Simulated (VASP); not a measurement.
Output of a VASP run:

**OSZICAR**
```
       N       E                     dE             d eps       ncg     rms          rms(c)
DAV:   1     0.110843806526E+03    0.11084E+03   -0.80019E+03   520   0.145E+03
DAV:   2     0.214913337126E+01   -0.10869E+03   -0.10184E+03   535   0.270E+02
DAV:   3    -0.550769096315E+01   -0.76568E+01   -0.75463E+01   700   0.831E+01
DAV:   4    -0.577555030536E+01   -0.26786E+00   -0.26766E+00   643   0.142E+01
DAV:   5    -0.578128827993E+01   -0.57380E-02   -0.57378E-02   742   0.202E+00    0.530E+00
DAV:   6    -0.570405282873E+01    0.77235E-01   -0.35482E+00   546   0.542E+01    0.343E+00
DAV:   7    -0.556049959562E+01    0.14355E+00   -0.79691E-01   555   0.322E+01    0.172E+00
DAV:   8    -0.556323878419E+01   -0.27392E-02   -0.50349E-02   775   0.382E+00    0.486E-01
DAV:   9    -0.556011161751E+01    0.31272E-02   -0.15157E-02   649   0.391E+00    0.149E-01
DAV:  10    -0.556028448235E+01   -0.17286E-03   -0.77386E-04   625   0.248E-01    0.648E-02
DAV:  11    -0.556031859607E+01   -0.34114E-04   -0.41250E-04   653   0.628E-01    0.349E-02
DAV:  12    -0.556031546938E+01    0.31267E-05   -0.35927E-05   820   0.124E-01    0.301E-02
DAV:  13    -0.556031370288E+01    0.17665E-05   -0.21112E-06   510   0.414E-02    0.171E-02
DAV:  14    -0.556031323427E+01    0.46861E-06   -0.11061E-05   787   0.898E-02    0.445E-03
DAV:  15    -0.556031335932E+01   -0.12504E-06   -0.10007E-06   295   0.858E-03
   1 F= -.55603134E+01 E0= -.55603134E+01  d E =-.556031E+01
       N       E                     dE             d eps       ncg     rms          rms(c)
DAV:   1    -0.562450285058E+01   -0.64190E-01   -0.10725E+00   520   0.263E+01    0.191E+00
DAV:   2    -0.558299701857E+01    0.41506E-01   -0.58914E-01   530   0.259E+01    0.718E-01
DAV:   3    -0.556426324038E+01    0.18734E-01   -0.11346E-01   525   0.110E+01    0.351E-01
DAV:   4    -0.556209175136E+01    0.21715E-02   -0.71688E-03   735   0.111E+00    0.117E-01
DAV:   5    -0.556201668637E+01    0.75065E-04   -0.15831E-04   770   0.218E-01    0.964E-02
DAV:   6    -0.556194734126E+01    0.69345E-04   -0.76981E-05   782   0.209E-01    0.864E-03
DAV:   7    -0.556194956180E+01   -0.22205E-05   -0.16372E-05   797   0.413E-02    0.148E-02
DAV:   8    -0.556194959776E+01   -0.35952E-07   -0.11086E-07   290   0.381E-03
   2 F= -.55619496E+01 E0= -.55619496E+01  d E =-.163624E-02
```

### OUTCAR
```
------------------------ aborting loop because EDIFF is reached ----------------------------------------
  FORCE on cell =-STRESS in cart. coord.  units (eV):
  Direction    XX          YY          ZZ          XY          YZ          ZX
  --------------------------------------------------------------------------------------
  Total        0.0103107      0.0103107      0.0103107      0.0000000      0.0000000     -0.0000000
  in kB        0.2938968      0.2938968      0.2938968      0.0000000      0.0000000     -0.0000000
  external PRESSURE =       0.2938968 kB  Pullay stress =       0.0000000 kB
  volume of cell :       56.21
      direct lattice vectors                 reciprocal lattice vectors
     0.000000000  3.040356648  3.040356648    -0.164454391  0.164454391  0.164454391
     3.040356648 -0.000000000  3.040356648     0.164454391 -0.164454391  0.164454391
     3.040356648  3.040356648  0.000000000     0.164454391  0.164454391 -0.164454391
  FREE ENERGIE OF THE ION-ELECTRON SYSTEM (eV)
  ---------------------------------------------------
  free  energy   TOTEN  =        -5.5619495978 eV

  energy  without entropy=       -5.5619495978  energy(sigma->0) =       -5.56194960

 reached required accuracy - stopping structural energy minimisation
```
(Selected blocks of OUTCAR.)

**POSCAR**
```
CuI
1
    0.0000000000     3.0250000000     3.0250000000
    3.0250000000     0.0000000000     3.0250000000
    3.0250000000     3.0250000000     0.0000000000
Cu I
1 1
Direct
  0.0000000000   0.0000000000   0.0000000000
  0.2500000000   0.2500000000   0.2500000000
```

Problem. Write an INCAR and KPOINTS that could have produced this output.

Solution. This is not unique; one that fits is the input of the run itself, PBE GGA, plane waves, VASP's PBE PAW potentials (set 64).

### INCAR
```
ALGO = Normal
EDIFF = 1E-6
EDIFFG = -0.01
ENCUT = 520
GGA = PE
IBRION = 2
ISIF = 3
ISMEAR = 0
LASPH = T
LCHARG = F
LMAXMIX = 4
LREAL = F
LWAVE = F
NELM = 100
NSW = 60
PREC = Accurate
SIGMA = 0.05
SYSTEM = CuI
```

KPOINTS:
```
Automatic mesh
0
Gamma
7 7 7
0 0 0
```

POTCAR, in this order: Cu I (PBE.64 set). Program: vasp_std.

The compound is CuI in the zinc blende structure. This run relaxes it. Symmetry was kept, so distortions that lower it aren't found.
